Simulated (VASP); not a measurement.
A hop in Si (diamond): As into a Si vacancy, in a supercell of 63 atoms with charge +1. Nudged elastic band with 3 images between relaxed ends, without a climbing image, so the barrier is a lower bound. All values below come from PBE GGA, VASP's PBE PAW potentials (set 64) (plane waves; VASP). Settings: PREC = Normal, LREAL = Auto, ISYM = 0, NELECT = 252.0, 400 eV cut-off, 1×1×1 Γ-centred mesh, Gaussian smearing of 0.050 eV, potentials Si As.

The cell is charged, with a uniform compensating background. The supercell is sampled at Γ alone, which is coarse: total energies, pressure and levels can be off, energies of defects by several tenths of an eV.

First end (POSCAR):

```
AsSi62
1.0
    10.937075    0.000000    0.000000
     0.000000   10.937075    0.000000
     0.000000    0.000000   10.937075
Si As
62 1
Direct
     0.500853    0.999508    0.999817
     0.627381    0.123920    0.124549
     0.751062    0.248747    0.998868
     0.875713    0.372540    0.124520
     0.751385    0.998421    0.249157
     0.875942    0.124296    0.372894
     0.000498    0.999704    0.999986
     0.126225    0.124828    0.124626
     0.251520    0.250554    0.000028
     0.377927    0.374241    0.126003
     0.500473    0.499673    0.999901
     0.625756    0.622498    0.125939
     0.749770    0.748819    0.000160
     0.875837    0.873789    0.124893
     0.250997    0.999934    0.250628
     0.377483    0.125584    0.374559
     0.504039    0.248843    0.249448
     0.750679    0.495877    0.249455
     0.874033    0.622184    0.374680
     0.500441    0.999797    0.500088
     0.625786    0.125890    0.622651
     0.750977    0.249209    0.496262
     0.874494    0.374270    0.622657
     0.749405    0.999875    0.748914
     0.875391    0.124326    0.874169
     0.000341    0.498960    0.999956
     0.125896    0.625180    0.126526
     0.249931    0.749876    0.000810
     0.374397    0.874122    0.126471
     0.001578    0.249027    0.249116
     0.124999    0.374748    0.374816
     0.253194    0.497591    0.252036
     0.371514    0.628777    0.375267
     0.502336    0.747270    0.252010
     0.625338    0.875080    0.374908
     0.000343    0.999476    0.499326
     0.125834    0.126100    0.625732
     0.252826    0.251822    0.497951
     0.371280    0.375097    0.628914
     0.624723    0.628389    0.628965
     0.747938    0.746932    0.497996
     0.873667    0.874015    0.625662
     0.250105    0.000407    0.750140
     0.374626    0.126068    0.874295
     0.502303    0.251871    0.747293
     0.625385    0.374538    0.875305
     0.748289    0.497666    0.747306
     0.873937    0.625395    0.874373
     0.000066    0.748480    0.250831
     0.124805    0.875032    0.374708
     0.000486    0.499754    0.499960
     0.124038    0.625398    0.625377
     0.249995    0.750287    0.501675
     0.374918    0.876044    0.625561
     0.000093    0.250234    0.749199
     0.124855    0.374440    0.875458
     0.249753    0.501603    0.750413
     0.374589    0.625099    0.876525
     0.498377    0.749922    0.750557
     0.625458    0.874986    0.875324
     0.999539    0.749990    0.750114
     0.124815    0.875244    0.875525
     0.612392    0.387102    0.387743
```

Last end:

```
AsSi62
1.0
    10.937075    0.000000    0.000000
     0.000000   10.937075    0.000000
     0.000000    0.000000   10.937075
Si As
62 1
Direct
     0.499763    0.999400    0.999891
     0.627097    0.124279    0.124793
     0.750459    0.249378    0.998781
     0.875340    0.372965    0.124748
     0.750823    0.998488    0.249710
     0.875662    0.124499    0.373292
     0.000643    0.999535    0.999832
     0.125961    0.124978    0.125053
     0.251724    0.249308    0.000807
     0.377295    0.376978    0.127980
     0.499899    0.500287    1.000118
     0.622965    0.623057    0.128091
     0.750822    0.748471    0.000858
     0.875488    0.874017    0.125101
     0.251447    1.000621    0.249612
     0.377096    0.127693    0.377294
     0.500381    0.245764    0.246120
     0.753871    0.499530    0.246331
     0.872214    0.622739    0.377387
     0.499911    0.999884    0.500568
     0.623042    0.127935    0.623118
     0.754101    0.246078    0.499750
     0.872330    0.376935    0.623177
     0.750538    1.000572    0.748623
     0.875153    0.124600    0.874404
     0.000463    0.500187    0.999991
     0.125351    0.624071    0.126274
     0.249630    0.750248    0.001153
     0.375618    0.874768    0.126326
     0.001335    0.249531    0.249630
     0.124720    0.375088    0.375286
     0.251091    0.500291    0.252810
     0.374434    0.625679    0.379185
     0.499512    0.749182    0.252828
     0.624902    0.875294    0.375255
     0.000349    0.999453    0.500603
     0.125192    0.125913    0.624520
     0.250830    0.252412    0.500528
     0.374166    0.378849    0.625925
     0.621065    0.625586    0.625930
     0.747386    0.748981    0.500533
     0.873818    0.874658    0.624486
     0.249844    0.000939    0.750525
     0.375944    0.125863    0.875005
     0.499572    0.252548    0.749268
     0.624862    0.375121    0.875449
     0.747602    0.500321    0.749345
     0.874128    0.624088    0.875114
    -0.000481    0.748162    0.249686
     0.124820    0.875074    0.375850
     0.000273    0.500164    0.500608
     0.123681    0.626052    0.626195
     0.249422    0.750730    0.502302
     0.374145    0.876303    0.626205
    -0.000621    0.249158    0.748816
     0.124801    0.375468    0.875476
     0.249247    0.502108    0.750970
     0.374042    0.625896    0.876699
     0.497959    0.750541    0.750962
     0.624446    0.875051    0.875386
     0.998883    0.750291    0.750563
     0.124903    0.875143    0.875233
     0.512671    0.487146    0.487631
```

Q: Predict the energy profile and the barrier.

A: 
```tsv
image	path length (Å)	E − E(first end) (eV)
0	0.00	0.000
1	0.69	0.221
2	1.36	0.763
3	2.04	0.216
4	2.72	-0.001
```
The highest image is number 2 (counting the first end as 0), 1.36 Å along the path. The barrier is 0.76 eV forward and 0.76 eV back; the ends differ by 0.00 eV.

The cell is a supercell with a defect, built from Si (diamond): As into a Si vacancy, charge +1. The run is not spin-polarised, so no state with unpaired spins was tried.
